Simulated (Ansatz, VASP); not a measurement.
# TaN: VASP beside Ansatz, part 3 of 3

Wanted: the spread between two codes on one cell, functional and k mesh. The cell is taken from a series of runs on this material, whose earlier steps may have relaxed, scaled, displaced or heated it; both programs get it as it stands.

VASP 6.6.1 and Ansatz 0.2.0.

So far: The starting structure; Ansatz: zone-centre phonons, PBEsol; VASP: zone-centre phonons, PBEsol.

**3. VASP: zone-centre phonons, PBEsol (continued)**

Level of this step: PBEsol; plane waves and PAW (N, Ta_pv) (VASP).

Numbers of over 12 decimals in the logs are rounded to 6 here.

From OUTCAR (step 3):

```text
ion  position               nearest neighbor table
   1  0.393  0.000  0.000-   6 2.05   4 2.17   4 2.17   5 2.17   5 2.17
   2  0.607  0.607  0.000-   6 2.05   5 2.17   5 2.17   4 2.17   4 2.17
   3  0.000  0.393  0.000-   6 2.05   5 2.17   5 2.17   4 2.17   4 2.17
   4  0.333  0.667  0.500-   1 2.17   1 2.17   3 2.17   3 2.17   2 2.17   2 2.17   5 3.01   5 3.01
                             5 3.01   6 3.34   6 3.34   6 3.34   6 3.34   6 3.34   6 3.34
   5  0.667  0.333  0.500-   3 2.17   3 2.17   1 2.17   1 2.17   2 2.17   2 2.17   4 3.01   4 3.01
                             4 3.01   6 3.34   6 3.34   6 3.34   6 3.34   6 3.34   6 3.34
   6  0.000  0.000  0.000-   2 2.05   3 2.05   1 2.05   4 3.34   5 3.34   4 3.34   5 3.34   4 3.34
                             4 3.34   5 3.34   5 3.34   5 3.34   5 3.34   4 3.34   4 3.34

  LATTYP: Found a hexagonal cell.
 ALAT       =     5.2142069700
 C/A-ratio  =     0.5586089370

 Subroutine GETGRP returns: Found 12 space group operations
 (whereof 12 operations were pure point group operations)

The static configuration has the point symmetry D_3h.

 Found     84 irreducible k-points:

   k-points           NKPTS =     84   k-points in BZ     NKDIM =     84   number of bands    NBANDS=     30

   dimension x,y,z NGX =    42 NGY =   42 NGZ =   24
   dimension x,y,z NGXF=    84 NGYF=   84 NGZF=   48

   ENCUT  =  600.0 eV  44.10 Ry    6.64 a.u.  10.41 10.41  5.82*2*pi/ulx,y,z

   NELECT =      48.0000    total number of electrons

 k-points in reciprocal lattice and weights: Automatic mesh
   0.00000000  0.00000000  0.00000000       0.001
   0.11111111 -0.00000000  0.00000000       0.006
   0.22222222  0.00000000  0.00000000       0.006
   0.33333333  0.00000000  0.00000000       0.006
   0.44444444  0.00000000  0.00000000       0.006
   0.11111111  0.11111111  0.00000000       0.006
   0.22222222  0.11111111  0.00000000       0.012
   0.33333333  0.11111111  0.00000000       0.012
   0.44444444  0.11111111  0.00000000       0.006
[...]
-----------------------------------------------------------------------------------
    total drift:                               -0.000000     -0.000000     -0.000000

 Eigenvectors and eigenvalues of the dynamical matrix
 ----------------------------------------------------

   1 f  =   20.449503 THz   128.488018 2PiTHz  682.122003 cm-1    84.572312 meV
             X         Y         Z           dx          dy          dz
      2.047044  0.000000  0.000000    -0.000000   -0.577350   -0.000000
      1.583582  2.742844  0.000000    -0.500000    0.288675   -0.000000
     -1.023522  1.772792  0.000000     0.500000    0.288675    0.000000
     -0.000000  3.010424  1.456351     0.000000    0.000000   -0.000000
      2.607103  1.505212  1.456351    -0.000000    0.000000    0.000000
      0.000000  0.000000  0.000000     0.000000    0.000000   -0.000000

   2 f  =   19.217140 THz   120.744853 2PiTHz  641.014799 cm-1    79.475670 meV
             X         Y         Z           dx          dy          dz
      2.047044  0.000000  0.000000     0.785242    0.000020   -0.000000
      1.583582  2.742844  0.000000     0.078923    0.407695    0.000000
     -1.023522  1.772792  0.000000     0.079025   -0.407833   -0.000000
     -0.000000  3.010424  1.456351    -0.037703    0.017229   -0.000000
      2.607103  1.505212  1.456351    -0.037707   -0.017220    0.000000
      0.000000  0.000000  0.000000    -0.186927    0.000023   -0.000000

   3 f  =   19.217140 THz   120.744853 2PiTHz  641.014799 cm-1    79.475670 meV
             X         Y         Z           dx          dy          dz
      2.047044  0.000000  0.000000    -0.000098    0.156449    0.000000
      1.583582  2.742844  0.000000    -0.407774   -0.549870    0.000000
     -1.023522  1.772792  0.000000     0.407754   -0.549768   -0.000000
     -0.000000  3.010424  1.456351     0.017229    0.037703    0.000000
      2.607103  1.505212  1.456351    -0.017220    0.037707   -0.000000
      0.000000  0.000000  0.000000     0.000023    0.186927   -0.000000

   4 f  =   18.340298 THz   115.235489 2PiTHz  611.766482 cm-1    75.849343 meV
             X         Y         Z           dx          dy          dz
      2.047044  0.000000  0.000000     0.577350   -0.000000    0.000000
      1.583582  2.742844  0.000000    -0.288675   -0.500000    0.000000
     -1.023522  1.772792  0.000000    -0.288675    0.500000   -0.000000
     -0.000000  3.010424  1.456351     0.000000   -0.000000    0.000000
      2.607103  1.505212  1.456351     0.000000    0.000000   -0.000000
      0.000000  0.000000  0.000000     0.000000    0.000000    0.000000

   5 f  =   17.451005 THz   109.647898 2PiTHz  582.102869 cm-1    72.171525 meV
             X         Y         Z           dx          dy          dz
      2.047044  0.000000  0.000000     0.133039    0.000018    0.000000
      1.583582  2.742844  0.000000     0.621040   -0.281744    0.000000
     -1.023522  1.772792  0.000000     0.621053    0.281758   -0.000000
     -0.000000  3.010424  1.456351    -0.145255   -0.027152    0.000000
      2.607103  1.505212  1.456351    -0.145256    0.027146    0.000000
      0.000000  0.000000  0.000000    -0.091994   -0.000002    0.000000

   6 f  =   17.451005 THz   109.647898 2PiTHz  582.102869 cm-1    72.171525 meV
             X         Y         Z           dx          dy          dz
      2.047044  0.000000  0.000000    -0.000003    0.783716   -0.000000
      1.583582  2.742844  0.000000    -0.281765    0.295715   -0.000000
     -1.023522  1.772792  0.000000     0.281737    0.295702    0.000000
     -0.000000  3.010424  1.456351     0.027152   -0.145255    0.000000
      2.607103  1.505212  1.456351    -0.027146   -0.145256    0.000000
      0.000000  0.000000  0.000000     0.000002   -0.091994    0.000000

   7 f  =   17.276320 THz   108.550318 2PiTHz  576.275994 cm-1    71.449085 meV
             X         Y         Z           dx          dy          dz
      2.047044  0.000000  0.000000     0.000000    0.000000    0.554516
      1.583582  2.742844  0.000000    -0.000000    0.000000    0.554516
     -1.023522  1.772792  0.000000     0.000000    0.000000    0.554516
     -0.000000  3.010424  1.456351     0.000000   -0.000000   -0.186167
      2.607103  1.505212  1.456351    -0.000000   -0.000000   -0.186167
      0.000000  0.000000  0.000000    -0.000000    0.000000   -0.090666

   8 f  =   16.819742 THz   105.681557 2PiTHz  561.046207 cm-1    69.560833 meV
             X         Y         Z           dx          dy          dz
      2.047044  0.000000  0.000000    -0.000000    0.000000   -0.657006
      1.583582  2.742844  0.000000    -0.000000    0.000000    0.748333
     -1.023522  1.772792  0.000000     0.000000    0.000000   -0.091327
     -0.000000  3.010424  1.456351     0.000000   -0.000000    0.000000
      2.607103  1.505212  1.456351    -0.000000   -0.000000   -0.000000
      0.000000  0.000000  0.000000     0.000000   -0.000000    0.000000

   9 f  =   16.819742 THz   105.681557 2PiTHz  561.046207 cm-1    69.560833 meV
             X         Y         Z           dx          dy          dz
      2.047044  0.000000  0.000000    -0.000000    0.000000    0.484778
      1.583582  2.742844  0.000000    -0.000000    0.000000    0.326595
     -1.023522  1.772792  0.000000     0.000000    0.000000   -0.811373
     -0.000000  3.010424  1.456351     0.000000   -0.000000    0.000000
      2.607103  1.505212  1.456351    -0.000000   -0.000000   -0.000000
      0.000000  0.000000  0.000000    -0.000000   -0.000000    0.000000

  10 f  =    6.723817 THz    42.246989 2PiTHz  224.282397 cm-1    27.807461 meV
             X         Y         Z           dx          dy          dz
      2.047044  0.000000  0.000000     0.000000   -0.022976   -0.000000
      1.583582  2.742844  0.000000     0.008359   -0.008499   -0.000000
     -1.023522  1.772792  0.000000    -0.008358   -0.008498    0.000000
     -0.000000  3.010424  1.456351     0.693196    0.083398   -0.000000
      2.607103  1.505212  1.456351    -0.693203    0.083336    0.000000
      0.000000  0.000000  0.000000     0.000007   -0.155681   -0.000000

  11 f  =    6.723817 THz    42.246989 2PiTHz  224.282397 cm-1    27.807461 meV
             X         Y         Z           dx          dy          dz
      2.047044  0.000000  0.000000    -0.003672   -0.000001   -0.000000
      1.583582  2.742844  0.000000    -0.018149    0.008358    0.000000
     -1.023522  1.772792  0.000000    -0.018150   -0.008359    0.000000
     -0.000000  3.010424  1.456351     0.083398   -0.693196    0.000000
      2.607103  1.505212  1.456351     0.083336    0.693203   -0.000000
      0.000000  0.000000  0.000000    -0.155681   -0.000007   -0.000000

  12 f  =    5.548069 THz    34.859549 2PiTHz  185.063678 cm-1    22.944961 meV
             X         Y         Z           dx          dy          dz
      2.047044  0.000000  0.000000     0.091682    0.000017    0.000000
      1.583582  2.742844  0.000000    -0.021584    0.065368    0.000000
     -1.023522  1.772792  0.000000    -0.021547   -0.065399   -0.000000
     -0.000000  3.010424  1.456351    -0.401594   -0.135681   -0.000000
      2.607103  1.505212  1.456351    -0.401515    0.135912    0.000000
      0.000000  0.000000  0.000000     0.789139   -0.000227    0.000000

  13 f  =    5.548069 THz    34.859549 2PiTHz  185.063678 cm-1    22.944961 meV
             X         Y         Z           dx          dy          dz
      2.047044  0.000000  0.000000    -0.000026    0.059315   -0.000000
      1.583582  2.742844  0.000000    -0.065377   -0.053951   -0.000000
     -1.023522  1.772792  0.000000     0.065390   -0.053914   -0.000000
     -0.000000  3.010424  1.456351    -0.135681    0.401594   -0.000000
      2.607103  1.505212  1.456351     0.135912    0.401515    0.000000
      0.000000  0.000000  0.000000    -0.000227   -0.789139   -0.000000
    [... 43 further lines ...]
      2.607103  1.505212  1.456351    -0.000000    0.000000    0.556257
      0.000000  0.000000  0.000000    -0.000000    0.000000    0.556108

 ELASTIC MODULI CONTR FROM IONIC RELAXATION (kBar)
 Direction    XX          YY          ZZ          XY          YZ          ZX
 --------------------------------------------------------------------------------
 XX        -443.3861    111.9322     24.0314     -0.0000     -0.0000     -0.0000
 YY         111.9322   -443.3861     24.0314     -0.0000      0.0000      0.0000
 ZZ          24.0314     24.0314     -3.4847      0.0000      0.0000     -0.0000
 XY          -0.0000     -0.0000      0.0000   -277.6614      0.0000      0.0000
 YZ          -0.0000      0.0000      0.0000      0.0000    -24.5583     -0.0000
 ZX          -0.0000      0.0000     -0.0000      0.0000     -0.0000    -18.7543
 --------------------------------------------------------------------------------
```

**4. Side by side**

Known differences besides the potentials themselves: the data sets hold 54 valence electrons in Ansatz (on its PAW soft_1 files) and 48 in VASP; the cutoff is 420 eV in Ansatz and 600 eV in VASP; Ansatz makes its cores anew for this functional, VASP keeps those of its PBE data sets. Total energies have different zeros and are not compared.

Compared:

```csv
quantity,Ansatz,VASP,difference
optical mode 1 (cm⁻¹),145.6,145.3,+0.20 %
optical mode 2 (cm⁻¹),181.5,182.2,-0.42 %
optical mode 3 to 4 (cm⁻¹),184.9,185.1,-0.09 %
optical mode 5 to 6 (cm⁻¹),224.0,224.3,-0.13 %
optical mode 7 to 8 (cm⁻¹),558.0,561.0,-0.54 %
optical mode 9 (cm⁻¹),574.3,576.3,-0.34 %
optical mode 10 to 11 (cm⁻¹),578.4,582.1,-0.63 %
optical mode 12 (cm⁻¹),606.6,611.8,-0.85 %
optical mode 13 to 14 (cm⁻¹),636.4,641.0,-0.72 %
optical mode 15 (cm⁻¹),678.8,682.1,-0.49 %
```

Modes are paired by rising frequency, not by their patterns, so a pair may set unlike modes beside each other; they are those without the splitting of longitudinal modes.

**5. Summary of results**

```json
{"r.m.s. difference of the optical zone-centre modes, each program's sorted by frequency (zone-centre phonons, PBEsol)": "3.0 cm⁻¹", "difference in optical mode 12 (zone-centre phonons, PBEsol)": "-0.8 %"}
```

In words: The r.m.s. difference of the optical zone-centre modes, each program's sorted by frequency is 3.0 cm⁻¹ (zone-centre phonons, PBEsol). The data sets hold unlike numbers of valence electrons (54 in Ansatz and 48 in VASP), so part of the differences comes from the potentials. Among the rows given in per cent, the largest difference of the zone-centre phonons, PBEsol pair is in optical mode 12, -0.8 %. How closely two codes agree says nothing of how well the functional describes the real material.

[Lines on the potential files, build, host, timing and source positions are cut from VASP's logs without a mark.]

[Logs are printed without paths, hosts, clocks, repeated set-up lines and the standing remarks that a program may print on its own settings, such as how far it seeks lower states.]

[Hosts, paths, dates, database ids (printed as entryN), source tags and the programs' standing remarks are cut or masked in the printed files.]
